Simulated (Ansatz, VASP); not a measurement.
# Two plane-wave programs on ScSi2

```xyz
3
Lattice="3.6600 0.0000 0.0000 -1.8300 3.1697 0.0000 0.0000 0.0000 3.8700" Properties=species:S:1:pos:R:3 pbc="T T T"
Sc    0.0000    0.0000    0.0000
Si    0.0000    2.1131    1.9350
Si    1.8300    1.0566    1.9350
```

Alike in both runs: task electric field gradients; functional PBE; k mesh 13 × 13 × 11; occupations fermi-dirac, width 0.05 eV; no spin polarisation.

|  | VASP | Ansatz |
| --- | --- | --- |
| version | VASP 6.6.1 | Ansatz 0.2.0 |
| potentials or method | VASP PAW PBE potentials, release 64 (Sc_sv, Si) | PAW with Ansatz's default frozen-core files, scalar-relativistic |
| plane-wave cutoff (eV) | 520 | 420 |
| valence electrons in the cell | 19 | 19 |

```tsv
	VASP	Ansatz	Ansatz less VASP
pressure (GPa)	25.3	25.3	-0.02
largest component of the traceless stress (GPa)	24.18	24.37	+0.190
Vzz of the field gradient on the site that differs most (V/Å²)	15.7	10.7	-5.00
```

Caveats: so large a pressure means that the cell lies far from this level's equilibrium, or that cutoff or potentials fall short (VASP).
